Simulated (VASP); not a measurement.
**Ti2RuC3: relaxation of cell and atoms with PBE**

Crystal: Ti2RuC3.

```
CELL_PARAMETERS angstrom
-1.60307 2.22767 4.52062
1.45590 -2.12856 4.42194
3.20794 4.25840 -8.94528
ATOMIC_POSITIONS crystal
Ti 0.35407 0.38654 0.04010
Ti 0.32304 0.34213 0.50126
Ti 0.66943 0.67365 0.00617
Ti 0.66371 0.68452 0.51249
Ru 0.01288 0.01610 0.99676
Ru 0.96202 0.01729 0.48134
C 0.12340 0.58841 0.21285
C 0.13290 0.67649 0.72662
C 0.79922 0.34198 0.24928
C 0.87542 0.32049 0.75458
C 0.53752 0.98843 0.26301
C 0.52393 0.99716 0.74525
```

The cell was built by a generator and needn't be a form met in nature.

```json
{
 "Program": "VASP 6.6.1",
 "Task": "relaxation of cell and atoms",
 "Functional": "PBE",
 "Potentials or basis": "VASP PAW PBE potentials, release 64 (Ti_sv, Ru_pv, C)",
 "Cutoff": "520 eV",
 "k mesh": "4 × 4 × 4",
 "Occupations": "gaussian, width 0.15 eV",
 "Spin": "no spin polarisation",
 "Further INCAR settings": "PREC = Normal; LREAL = Auto; ALGO = Fast; EDIFF = 1e-05; ISYM = 0; IBRION = 2; EDIFFG = -0.03; NSW = 110; ISIF = 3"
}
```

- Relaxed volume: 10.04 Å³/atom
- Relaxed cell: a = 5.255 Å, b = 5.254 Å, c = 10.511 Å, α = 146.34°, β = 130.86°, γ = 60.87°
- Space group after relaxing (to 0.05 Å): C2/m (No. 12)
- Energy gained by relaxing: 260.7 meV/atom
- Ionic steps: 18
- Pressure after relaxing: -0.1 GPa
- Largest force after relaxing: 0.022 eV/Å
- Band gap on the k mesh: none (metal or under the smearing width)

Forces on the atoms (eV/Å):
```
Ti  -0.006 -0.015  0.008
Ti  -0.004 -0.008  0.009
Ti  -0.005 -0.010  0.003
Ti   0.003  0.001 -0.006
Ru  -0.008 -0.019  0.005
Ru   0.000  0.010  0.006
C    0.006  0.002  0.005
C    0.005  0.007 -0.017
C    0.005  0.015 -0.014
C   -0.001  0.013  0.016
C    0.006  0.007 -0.010
C   -0.001 -0.003 -0.006
```

Stress tensor (GPa, compression positive):
```
-0.06  0.02  0.03
 0.02 -0.04 -0.01
 0.03 -0.01 -0.17
```

Step by step:
| step | energy change (eV) | largest force (eV/Å) | pressure (GPa) | volume (Å³) |
| --- | --- | --- | --- | --- |
| 1 | 0.0000 | 7.4151 | 16.74 | 119.17 |
| 2 | -1.1667 | 1.0479 | -25.67 | 137.83 |
| 3 | -2.2022 | 1.5351 | -12.77 | 128.31 |
| 4 | -2.8594 | 1.1829 | 8.02 | 117.63 |
| 5 | -2.8912 | 1.2437 | 3.76 | 119.38 |
| 6 | -3.0702 | 0.3808 | 0.43 | 120.39 |
| 7 | -3.0751 | 0.3692 | -0.09 | 120.58 |
| 8 | -3.1082 | 0.2848 | -0.21 | 120.57 |
| 9 | -3.1149 | 0.2130 | -0.24 | 120.56 |
| 10 | -3.1219 | 0.1415 | 0.36 | 120.29 |
| 11 | -3.1231 | 0.1097 | 0.67 | 120.15 |
| 12 | -3.1253 | 0.0807 | -0.82 | 120.82 |
| 13 | -3.1256 | 0.0854 | -0.46 | 120.64 |
| 14 | -3.1274 | 0.0552 | -0.11 | 120.49 |
| 15 | -3.1274 | 0.0571 | -0.10 | 120.47 |
| 16 | -3.1278 | 0.0331 | 0.22 | 120.34 |
| 17 | -3.1278 | 0.0325 | 0.24 | 120.34 |
| 18 | -3.1280 | 0.0215 | -0.09 | 120.48 |

Final structure:
```xyz
12
Lattice="-1.5211 2.1849 4.5306 1.5204 -2.1845 4.5305 3.0446 4.3702 -9.0616" Properties=species:S:1:pos:R:3 pbc="T T T"
Ti    3.0477    4.3646   -6.0309
Ti    1.5286    2.1642   -1.4989
Ti    3.0475    4.3649   -3.0096
Ti    1.5281    2.1640    1.5227
Ru    2.9245    4.3565    0.0095
Ru    0.1282    4.3569    0.0112
C     1.5256   -0.0136    1.5016
C     3.0478    2.1717   -2.9511
C     0.0046    2.1703    3.0539
C     1.5274    4.3556   -1.5568
C     0.0049    2.1705    0.0126
C     1.5275    4.3563   -4.5185
```

Levels at points of the mesh, in eV from the Fermi level:
| k point | band 46 | band 47 | band 48 | band 49 | band 50 | band 51 | band 52 | band 53 | band 54 | band 55 |
| --- | --- | --- | --- | --- | --- | --- | --- | --- | --- | --- |
| (0.00, 0.00, 0.00) | -1.13 | -0.37 | -0.33 | -0.08 | 0.13 | 0.29 | 0.89 | 0.96 | 1.05 | 1.08 |
| (0.50, 0.00, 0.00) | -1.64 | -0.94 | -0.86 | -0.64 | -0.15 | -0.12 | 0.40 | 0.77 | 0.93 | 1.25 |
| (0.00, 0.50, 0.00) | -1.64 | -0.94 | -0.86 | -0.64 | -0.15 | -0.12 | 0.40 | 0.78 | 0.93 | 1.24 |
| (0.50, 0.50, 0.00) | -1.73 | -1.22 | -0.65 | -0.07 | -0.05 | 0.07 | 0.51 | 0.98 | 1.25 | 1.48 |
| (0.00, 0.00, 0.50) | -2.61 | -0.96 | -0.63 | -0.52 | -0.18 | -0.11 | 0.41 | 1.47 | 1.49 | 1.54 |
| (0.50, 0.00, 0.50) | -2.52 | -1.27 | -0.84 | -0.56 | -0.28 | 0.07 | 1.00 | 1.05 | 1.17 | 1.66 |
| (0.00, 0.50, 0.50) | -2.52 | -1.27 | -0.84 | -0.56 | -0.28 | 0.07 | 1.00 | 1.05 | 1.17 | 1.66 |
| (0.50, 0.50, 0.50) | -2.29 | -1.46 | -0.99 | -0.52 | -0.34 | -0.24 | 0.42 | 1.35 | 1.44 | 1.46 |

Run time: 31 min on 4 MPI ranks on Intel(R) Xeon(R) Platinum 8488C (Sapphire Rapids) (shared host), peak memory 0.34 GiB a rank.

Caveat: the k mesh is coarse (spacing up to 0.55 Å⁻¹), so the values aren't converged.
